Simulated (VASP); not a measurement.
The system is MoS2.

```
CELL_PARAMETERS angstrom
3.16900 0.00000 0.00000
-1.58450 2.74443 0.00000
0.00000 0.00000 12.32400
ATOMIC_POSITIONS crystal
Mo 0.33333 0.66667 0.25000
Mo 0.66667 0.33333 0.75000
S 0.33333 0.66667 0.62300
S 0.66667 0.33333 0.12300
S 0.33333 0.66667 0.87700
S 0.66667 0.33333 0.37700
```

| Item | Value |
| --- | --- |
| Program | VASP 6.6.1 |
| Task | relaxation of cell and atoms |
| Functional | PBE |
| Potentials or basis | VASP PAW PBE potentials, release 64 (Mo_sv, S) |
| Cutoff | 600 eV |
| k mesh | 12 × 12 × 3 |
| Occupations | gaussian, width 0.03 eV |
| Spin | no spin polarisation |

At the start: pressure 1.8 GPa; volume 17.86 Å³/atom.

Task: How do energy, volume and symmetry change on relaxing?

Result: Over 30 steps the energy falls by 15.4 meV/atom and the volume is 20.97 Å³/atom (+17.4 %); space group P6_3/mmc (No. 194, to 0.05 Å).

Step by step:
| step | energy change (eV) | largest force (eV/Å) | pressure (GPa) | volume (Å³) |
| --- | --- | --- | --- | --- |
| 1 | 0.0000 | 0.0787 | 1.84 | 107.18 |
| 2 | -0.0015 | 0.4792 | -2.05 | 110.41 |
| 3 | -0.0099 | 0.2915 | -0.20 | 108.85 |
| 4 | -0.0225 | 0.1768 | -0.19 | 109.79 |
| 5 | -0.0311 | 0.0806 | -0.02 | 111.87 |
| 6 | -0.0372 | 0.0753 | -0.07 | 112.36 |
| 7 | -0.0525 | 0.0618 | -0.21 | 113.84 |
| 8 | -0.0728 | 0.0454 | -0.31 | 116.80 |
| 9 | -0.0894 | 0.0720 | 0.00 | 122.66 |
| 10 | -0.0911 | 0.0964 | 0.25 | 125.35 |
| 11 | -0.0851 | 0.2081 | 1.01 | 130.70 |
| 12 | -0.0031 | 0.7818 | -4.25 | 137.63 |
| 13 | -0.0890 | 0.0200 | -0.02 | 131.94 |
| 14 | -0.0890 | 0.0240 | -0.02 | 131.91 |
| 15 | -0.0880 | 0.1176 | 0.51 | 131.31 |
| 16 | -0.0890 | 0.0279 | 0.02 | 131.89 |
| 17 | -0.0891 | 0.0208 | 0.05 | 131.65 |
| 18 | -0.0893 | 0.0069 | 0.11 | 131.20 |
| 19 | -0.0894 | 0.0015 | 0.08 | 131.16 |
| 20 | -0.0896 | 0.0140 | -0.03 | 131.05 |
| 21 | -0.0898 | 0.0453 | -0.24 | 130.82 |
| 22 | -0.0898 | 0.0443 | -0.23 | 130.77 |
| 23 | -0.0900 | 0.0396 | -0.23 | 130.62 |
| 24 | -0.0903 | 0.0301 | -0.23 | 130.30 |
| 25 | -0.0908 | 0.0114 | -0.21 | 129.68 |
| 26 | -0.0912 | 0.0293 | -0.14 | 128.43 |
| 27 | -0.0915 | 0.0344 | -0.06 | 127.89 |
| 28 | -0.0920 | 0.0509 | 0.22 | 126.28 |
| 29 | -0.0923 | 0.0121 | -0.04 | 125.77 |
| 30 | -0.0923 | 0.0037 | 0.00 | 125.84 |

Final structure:
```yaml
crystal:
  lattice:
    - [3.18414, 0.00000, 0.00000]
    - [-1.59207, 2.75755, 0.00000]
    - [0.00000, 0.00000, 14.33217]
  atoms:
    - { symbol: Mo, position: [0.33333, 0.66667, 0.25000] }
    - { symbol: Mo, position: [0.66667, 0.33333, 0.75000] }
    - { symbol: S, position: [0.33333, 0.66667, 0.64099] }
    - { symbol: S, position: [0.66667, 0.33333, 0.14099] }
    - { symbol: S, position: [0.33333, 0.66667, 0.85901] }
    - { symbol: S, position: [0.66667, 0.33333, 0.35901] }
```

Caveat: the volume moved by over 15 % at a fixed basis, so the end points are rough; this functional lacks dispersion, which binds the layers, so the pressure and a relaxed spacing across them are unreliable, and here the layers came unbound; the volume moved by +17 % from the deposited cell, more than functionals usually miss.
